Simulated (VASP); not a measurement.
Level of theory: PBE GGA, VASP's PBE PAW potentials (set 64) (plane waves; VASP).

A VASP calculation is set up with these files.

**INCAR**
```
ALGO = Normal
EDIFF = 1E-7
ENCUT = 400
GGA = PE
ISIF = 2
ISMEAR = -5
LASPH = .TRUE.
LCHARG = .TRUE.
LEFG = .TRUE.
LMAXMIX = 6
LORBIT = 11
LREAL = .FALSE.
LWAVE = .FALSE.
NEDOS = 601
NELM = 100
PREC = Accurate
SYSTEM = WSi2
```

**POSCAR**
```
WSi2
1.0
 -1.6145219616   1.6145219616   3.9344523063
  1.6145219616  -1.6145219616   3.9344523063
  1.6145219616   1.6145219616  -3.9344523063
Si W
2 1
direct
  0.6655888871   0.6655888871   0.0000000000
  0.3344111129   0.3344111129   0.0000000000
  0.0000000000   0.0000000000   0.0000000000
```

**KPOINTS**
```
Automatic mesh
0
Gamma
15 15 15
0 0 0
```

POTCAR, in this order: Si W_sv (PBE.64 set). Program: vasp_std.

### Question
What will the output report for the number of irreducible k-points (NKPTS), number of bands (NBANDS), largest plane-wave count, number of space-group operations, FFT grid (NGX, NGY, NGZ)?

### Answer

The number of irreducible k-points (NKPTS) is 288. The number of bands (NBANDS) is 15, the largest plane-wave count comes out as 765 and the number of space-group operations is 16. The FFT grid (NGX, NGY, NGZ) is 30 × 30 × 30.

The compound is WSi2 in the MoSi2 type structure. It was relaxed first.
